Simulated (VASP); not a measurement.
Data:

```
CELL_PARAMETERS angstrom
      4.46576     0.00000     0.00000
      0.00000     4.46576     0.00000
      0.00000     0.00000     2.97874
ATOMIC_POSITIONS crystal
  Mg 0.00000 0.00000 0.00000
  Mg 0.50000 0.50000 0.50000
  H  0.30460 0.30460 0.00000
  H  0.80460 0.19540 0.50000
  H  0.19540 0.80460 0.50000
  H  0.69540 0.69540 0.00000
```

Computed with SCAN meta-GGA, VASP's PBE PAW potentials (set 64) (plane waves; VASP). Run with 520 eV cut-off, 6×6×8 Γ-centred mesh, tetrahedra with Blöchl corrections, potentials Mg H.

The cores are frozen, which limits the accuracy of field gradients.

Give the principal components of the electric field gradient (V/Å²) and the asymmetry η at each nucleus.

```json
[
 {"atom": "Mg1", "Vxx": "5.7", "Vyy": "0.7", "Vzz": "-6.3", "η": "0.79"},
 {"atom": "Mg2", "Vxx": "5.7", "Vyy": "0.7", "Vzz": "-6.3", "η": "0.79"},
 {"atom": "H3", "Vxx": "4.4", "Vyy": "1.1", "Vzz": "-5.6", "η": "0.59"},
 {"atom": "H4", "Vxx": "4.4", "Vyy": "1.1", "Vzz": "-5.6", "η": "0.59"},
 {"atom": "H5", "Vxx": "4.4", "Vyy": "1.1", "Vzz": "-5.6", "η": "0.59"},
 {"atom": "H6", "Vxx": "4.4", "Vyy": "1.1", "Vzz": "-5.6", "η": "0.59"}
]
```

The compound is MgH2 in the rutile structure. It was relaxed first.
